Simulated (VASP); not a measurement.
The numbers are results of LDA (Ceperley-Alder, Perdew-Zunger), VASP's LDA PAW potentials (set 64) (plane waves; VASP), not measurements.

Input for VASP

File POSCAR:
```
C
1
    1.2228927123    -2.1181118253     0.0000000000
    1.2228927123     2.1181118253     0.0000000000
    0.0000000000    -0.0000000000     6.6179376814
C
4
Direct
  0.0000000000   0.0000000000   0.2500000000
  0.0000000000   0.0000000000   0.7500000000
  0.3333330000   0.6666670000   0.2500000000
  0.6666670000   0.3333330000   0.7500000000
```

KPOINTS:
```
Automatic mesh
0
Gamma
10 10 4
0 0 0
```

### INCAR
```
SYSTEM = C
PREC = Accurate
ENCUT = 620
EDIFF = 1E-6
NELM = 100
ALGO = Normal
LREAL = .FALSE.
LASPH = .TRUE.
ISMEAR = 0
SIGMA = 0.05
LWAVE = .FALSE.
LCHARG = .FALSE.
IBRION = 2
ISIF = 3
NSW = 40
EDIFFG = -0.02
```

POTCAR, in this order: C (LDA.64 set). Program: vasp_std.

**Question.** Estimate the energy per atom (σ→0).

**Answer.** 
- energy per atom (σ→0) = -976.2 kJ/mol-atom

### OSZICAR
```
...
DAV:   6    -0.411477729520E+02    0.22002E+01   -0.22801E+00  1200   0.104E+01    0.534E+00
DAV:   7    -0.404700274925E+02    0.67775E+00   -0.23171E+00  1176   0.106E+01    0.140E+00
DAV:   8    -0.404716270674E+02   -0.15996E-02   -0.80988E-02  1200   0.200E+00    0.154E-01
DAV:   9    -0.404709928927E+02    0.63417E-03   -0.20541E-03  1272   0.366E-01    0.681E-02
DAV:  10    -0.404709819294E+02    0.10963E-04   -0.15809E-04  1304   0.970E-02    0.353E-02
DAV:  11    -0.404709802642E+02    0.16652E-05   -0.36761E-06  1252   0.173E-02    0.159E-03
DAV:  12    -0.404709802080E+02    0.56257E-07   -0.26123E-07   900   0.408E-03
   1 F= -.40470980E+02 E0= -.40470980E+02  d E =-.404710E+02
```

The compound is C in the graphite structure. It was relaxed first.
